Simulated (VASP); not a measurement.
```
CuGaSe2
1.0
   -2.82546     2.82546     5.60294
    2.82546    -2.82546     5.60294
    2.82546     2.82546    -5.60294
Ga Cu Se
2 2 4
Cartesian
  2.82546   0.00000   2.80147
  0.00000   0.00000   5.60294
  0.00000   2.82546   2.80147
  0.00000   0.00000   0.00000
  1.41273   1.39137  -1.40074
  1.39137   4.23819   1.40074
  1.41273   1.43409   4.20221
  1.43409  -1.41273   7.00368
```

Calculation: revPBE GGA, VASP's PBE PAW potentials (set 64) (plane waves; VASP). Settings: 300 eV cut-off, 6×6×6 Γ-centred mesh, Gaussian smearing of 0.14 eV, potentials Ga_d Cu Se.

At this cut-off the stress carries a Pulay error, which pulls relaxed volumes low.

Problem. Estimate the energy per atom (σ→0), pressure, largest force, band gap (on the k-mesh) with the smallest direct gap where there is one.

Solution. 
```
Item                                         Result
-----------------------------------  --------------
band gap (on the k-mesh)                    0.16 eV
smallest direct gap (on the k-mesh)         0.16 eV
energy per atom (σ→0)                -3577 meV/atom
pressure                                   2.18 GPa
largest force                            0.084 eV/Å
```

The structure comes from a computed database's GaCuSe2 entry; how it stands against other phases isn't given here. The cell was not relaxed at this level.
